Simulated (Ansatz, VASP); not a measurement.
# AlN (4H polytype (invented)) in two plane-wave programs, part 2 of 2

Aim: how closely do two programs agree when they are given the same cell, functional and k mesh? The cell is taken from a series of runs on this material, whose earlier steps may have relaxed, scaled, displaced or heated it; both programs get it as it stands.

VASP 6.6.1 and Ansatz 0.2.0.

So far: The starting structure; Ansatz: single point, r2SCAN.

**3. VASP: single point, r2SCAN**

Level of this step: r2SCAN; plane waves and PAW (Al, N) (VASP).

The same cell, functional, mesh and smearing now go to VASP, with its own data sets.

Lines of VASP's logs that name or quote its potential files are left out, and so is its time.

File INCAR:

```
SYSTEM = AlN
PREC = Accurate
ENCUT = 580
EDIFF = 1E-06
NELM = 120
ISMEAR = 0
SIGMA = 0.01
LREAL = .FALSE.
ALGO = Normal
METAGGA = R2SCAN
LASPH = .TRUE.
NBANDS = 24
LORBIT = 11
LWAVE = .FALSE.
LCHARG = .FALSE.
ISIF = 2
GGA_COMPAT = .FALSE.
EFERMI = MIDGAP
LMIXTAU = .TRUE.
KPAR = 2
```

File POSCAR:

```
AlN
1.0
    3.0969205375      0.0000000000      0.0000000000
   -1.5484602688      2.6820118590      0.0000000000
    0.0000000000      0.0000000000     10.0330569122
Al N
4 4
Direct
    0.6666666666      0.3333333332      0.9998360052
    0.9999999999      0.9999999999      0.2487333942
    0.3333333332      0.6666666666      0.4998360052
    0.9999999999      0.9999999999      0.7487333942
    0.6666666666      0.3333333332      0.1882189554
    0.9999999999      0.9999999999      0.4382116453
    0.3333333332      0.6666666666      0.6882189554
    0.9999999999      0.9999999999      0.9382116453
```

File KPOINTS:

```
Automatic mesh
0
Gamma
9 9 2
0 0 0
```

PAW data sets: Al and N (PBE family, release 64).

Run with:

```sh
mpirun -np 2 vasp_std
```

Numbers of over 12 decimals in the logs are rounded to 6 here.

Output:

```text
[banner, memory and clock lines left out]
running    2 mpi-ranks, on    1 nodes
 distrk:  each k-point on    1 cores,    2 groups
 distr:  one band on    1 cores,    1 groups

 POSCAR found type information on POSCAR AlN
 POSCAR found :  2 types and       8 ions
|                                                                             |
|               ----> ADVICE to this user running VASP <----                  |
|                                                                             |
|     You enforced a specific xc type in the INCAR file but a different       |
|     [... a line on the potential file left out ...]
|     I HOPE YOU KNOW WHAT YOU ARE DOING!                                     |
|                                                                             |

 LDA part: xc-table for (None), standard interpolation
 POSCAR, INCAR and KPOINTS ok, starting setup
 FFT: planning ... GRIDC
 FFT: planning ... GRID_SOFT
 FFT: planning ... GRID
 WAVECAR not read
 entering main loop
       N       E                     dE             d eps       ncg     rms          rms(c)
DAV:   1     0.946214784103E+02    0.94621E+02   -0.16118E+04  1152   0.135E+03
DAV:   2    -0.842311951001E+02   -0.17885E+03   -0.16800E+03  1544   0.262E+02
DAV:   3    -0.940480654638E+02   -0.98169E+01   -0.97688E+01  1536   0.641E+01
DAV:   4    -0.941439712499E+02   -0.95906E-01   -0.95879E-01  1384   0.708E+00
DAV:   5    -0.941454288327E+02   -0.14576E-02   -0.14575E-02  1536   0.865E-01    0.178E+01
DAV:   6    -0.797447848433E+02    0.14401E+02   -0.29619E+01  1424   0.301E+01    0.785E+00
DAV:   7    -0.768317069219E+02    0.29131E+01   -0.16743E+00  1344   0.964E+00    0.453E+00
DAV:   8    -0.797552501740E+02   -0.29235E+01   -0.89676E-01  1160   0.860E+00    0.258E+00
DAV:   9    -0.760042482846E+02    0.37510E+01   -0.98402E-01  1152   0.772E+00    0.776E-01
DAV:  10    -0.767024104231E+02   -0.69816E+00   -0.37675E-01  1200   0.441E+00    0.583E-01
DAV:  11    -0.767096190162E+02   -0.72086E-02   -0.83175E-03  1512   0.595E-01    0.741E-01
DAV:  12    -0.766356748804E+02    0.73944E-01   -0.12444E-02  1272   0.854E-01    0.844E-01
DAV:  13    -0.767773260912E+02   -0.14165E+00   -0.90938E-02  1152   0.251E+00    0.790E-01
DAV:  14    -0.768092927497E+02   -0.31967E-01   -0.13085E-02  1224   0.104E+00    0.673E-01
[...]
DAV:  20    -0.768112885989E+02    0.20597E-03   -0.67164E-05  1304   0.624E-02    0.367E-01
DAV:  21    -0.768113925347E+02   -0.10394E-03   -0.50864E-05  1288   0.579E-02    0.262E-01
DAV:  22    -0.768113270332E+02    0.65502E-04   -0.45079E-05  1512   0.463E-02    0.148E-01
DAV:  23    -0.768113280120E+02   -0.97885E-06   -0.30138E-05  1456   0.363E-02    0.719E-02
DAV:  24    -0.768112999571E+02    0.28055E-04   -0.21114E-05  1488   0.304E-02    0.281E-02
DAV:  25    -0.768113094989E+02   -0.95418E-05   -0.79102E-06  1216   0.207E-02    0.670E-03
DAV:  26    -0.768112996067E+02    0.98923E-05   -0.20102E-06  1040   0.110E-02    0.277E-03
DAV:  27    -0.768113002324E+02   -0.62574E-06   -0.45863E-07   656   0.773E-03
   1 F= -.76811300E+02 E0= -.76811300E+02  d E =0.000000E+00
```

Parts of OUTCAR (step 3):

```text
ion  position               nearest neighbor table
   1  0.667  0.333  1.000-   5 1.89   8 1.89   8 1.89   8 1.89   2 3.07   2 3.07   2 3.07   4 3.09
                             4 3.09   4 3.09
   2  1.000  1.000  0.249-   5 1.89   5 1.89   5 1.89   6 1.90   1 3.07   1 3.07   1 3.07   3 3.09
                             3 3.09   3 3.09
   3  0.333  0.667  0.500-   7 1.89   6 1.89   6 1.89   6 1.89   4 3.07   4 3.07   4 3.07   2 3.09
                             2 3.09   2 3.09
   4  1.000  1.000  0.749-   7 1.89   7 1.89   7 1.89   8 1.90   3 3.07   3 3.07   3 3.07   1 3.09
                             1 3.09   1 3.09
   5  0.667  0.333  0.188-   2 1.89   2 1.89   2 1.89   1 1.89
   6  1.000  1.000  0.438-   3 1.89   3 1.89   3 1.89   2 1.90
   7  0.333  0.667  0.688-   4 1.89   4 1.89   4 1.89   3 1.89
   8  1.000  1.000  0.938-   1 1.89   1 1.89   1 1.89   4 1.90

  LATTYP: Found a hexagonal cell.
 ALAT       =     3.0969205375
 C/A-ratio  =     3.2396881969

 Subroutine GETGRP returns: Found 12 space group operations
 (whereof  6 operations were pure point group operations)

The static configuration has the point symmetry C_3v.
 The point group associated with its full space group is C_6v.

 Found     24 irreducible k-points:

   k-points           NKPTS =     24   k-points in BZ     NKDIM =     24   number of bands    NBANDS=     24

   dimension x,y,z NGX =    24 NGY =   24 NGZ =   80
   dimension x,y,z NGXF=    48 NGYF=   48 NGZF=  160

   ENCUT  =  580.0 eV  42.63 Ry    6.53 a.u.   6.08  6.08 19.70*2*pi/ulx,y,z

   NELECT =      32.0000    total number of electrons

 k-points in reciprocal lattice and weights: Automatic mesh
   0.00000000  0.00000000  0.00000000       0.006
   0.11111111  0.00000000  0.00000000       0.037
   0.22222222 -0.00000000  0.00000000       0.037
   0.33333333  0.00000000  0.00000000       0.037
   0.44444444 -0.00000000  0.00000000       0.037
   0.11111111  0.11111111  0.00000000       0.037
   0.22222222  0.11111111  0.00000000       0.074
   0.33333333  0.11111111  0.00000000       0.074
   0.44444444  0.11111111  0.00000000       0.037
[...]
0.33333333  0.22222222  0.50000000       0.074
   0.33333333  0.33333333  0.50000000       0.012

 average (electrostatic) potential at core
       1 -74.5316       2 -74.5242       3 -74.5316       4 -74.5242       5 -62.7234
       6 -62.7920       7 -62.7234       8 -62.7920

 E-fermi :   8.1829

 k-point     1 :       0.0000    0.0000    0.0000
  band No.  band energies     occupation
    ...
     12       5.4281      2.00000
     13       5.4281      2.00000
     14       5.6890      2.00000
     15       5.6890      2.00000
     16       5.7865      2.00000
     17      10.6875      0.00000
     18      12.8945      0.00000
     19      13.1718      0.00000
     20      13.6779      0.00000
     21      16.9444      0.00000
    ...

 k-point     2 :       0.1111    0.0000    0.0000
  band No.  band energies     occupation
    ...
     12       5.1160      2.00000
     13       5.2448      2.00000
     14       5.2934      2.00000
     15       5.6663      2.00000
     16       5.7246      2.00000
     17      11.3890      0.00000
     18      13.1946      0.00000
     19      13.4901      0.00000
     20      14.2884      0.00000
     21      15.8198      0.00000
    ...

 k-point     3 :       0.2222   -0.0000    0.0000
  band No.  band energies     occupation
    ...
     12       4.4831      2.00000
     13       4.9542      2.00000
     14       4.9864      2.00000
     15       5.5202      2.00000
     16       5.5352      2.00000
     17      12.5547      0.00000
     18      12.7940      0.00000
     19      13.1509      0.00000
     20      14.7560      0.00000
     21      15.2813      0.00000
    ...

  Total       -0.1298117     -0.1298117     -0.1226829      0.0000000      0.0000000      0.0000000
  in kB       -2.4957469     -2.4957469     -2.3586890      0.0000000      0.0000000      0.0000000
  external PRESSURE =      -2.4500610 kB  Pullay stress =       0.0000000 kB

  energy-cutoff  :      580.00
  volume of cell :       83.33
      direct lattice vectors                 reciprocal lattice vectors
     3.096920537  0.000000000  0.000000000     0.322901407  0.186427214  0.000000000
    -1.548460269  2.682011859  0.000000000     0.000000000  0.372854429  0.000000000
     0.000000000  0.000000000 10.033056912     0.000000000  0.000000000  0.099670520

 POSITION                                       TOTAL-FORCE (eV/Angst)
 -----------------------------------------------------------------------------------
      1.54846      0.89400     10.03141        -0.000000     -0.000000     -0.003150
      1.54846      2.68201      2.49556        -0.000000     -0.000000     -0.000012
     -0.00000      1.78801      5.01488        -0.000000      0.000000     -0.003150
      1.54846      2.68201      7.51208        -0.000000     -0.000000     -0.000012
      1.54846      0.89400      1.88841         0.000000      0.000000      0.001123
      1.54846      2.68201      4.39660         0.000000      0.000000      0.002039
     -0.00000      1.78801      6.90494        -0.000000     -0.000000      0.001123
      1.54846      2.68201      9.41313         0.000000     -0.000000      0.002039
 -----------------------------------------------------------------------------------
    total drift:                                0.000000      0.000000     -0.039584

  FREE ENERGIE OF THE ION-ELECTRON SYSTEM (eV)
  ---------------------------------------------------
  free  energy   TOTEN  =       -76.8113002324 eV

  energy  without entropy=      -76.8113002324  energy(sigma->0) =      -76.81130023

 total charge
# of ion       s       p       d       tot
------------------------------------------
    1        0.369   0.454   0.000   0.823
    2        0.368   0.450   0.000   0.818
    3        0.369   0.454   0.000   0.823
    4        0.368   0.450   0.000   0.818
    5        1.228   2.676   0.000   3.904
    6        1.228   2.667   0.000   3.895
    7        1.228   2.676   0.000   3.904
    8        1.228   2.667   0.000   3.895
--------------------------------------------------
tot          6.387  12.493   0.000  18.880

[... 3 further parts left out ...]
```

The run ends at a pressure of -0.25 GPa, with forces up to 0.0032 eV/Å.

**4. Comparison**

Known differences besides the potentials themselves: VASP keeps PBE cores, Ansatz makes them for the functional; the cutoff is 600 eV in Ansatz and 580 eV in VASP. Total energies have different zeros and are not compared.

Compared:

```csv
quantity,Ansatz,VASP,difference
gap on the k mesh (eV),4.789,4.793,-0.003
```

A gap on the mesh is an upper bound, since the band edges may lie between its points.

**5. Outcome**

| Item | Value |
| --- | --- |
| difference in gap on the k mesh (single point, r2SCAN) | -0.0034 eV |

**Reading.** The difference in gap on the k mesh is -0.0034 eV (single point, r2SCAN), within the 0.08 eV picked in this series as the mark of a large difference. How closely two codes agree says nothing of how well the functional describes the real material.

[Lines on the potential files, build, host, timing and source positions are cut from VASP's logs without a mark.]

[Logs are printed without paths, hosts, clocks, repeated set-up lines and the standing remarks that a program may print on its own settings, such as how far it seeks lower states.]

[Hosts, paths, dates, database ids (printed as entryN), source tags and the programs' standing remarks are cut or masked in the printed files.]
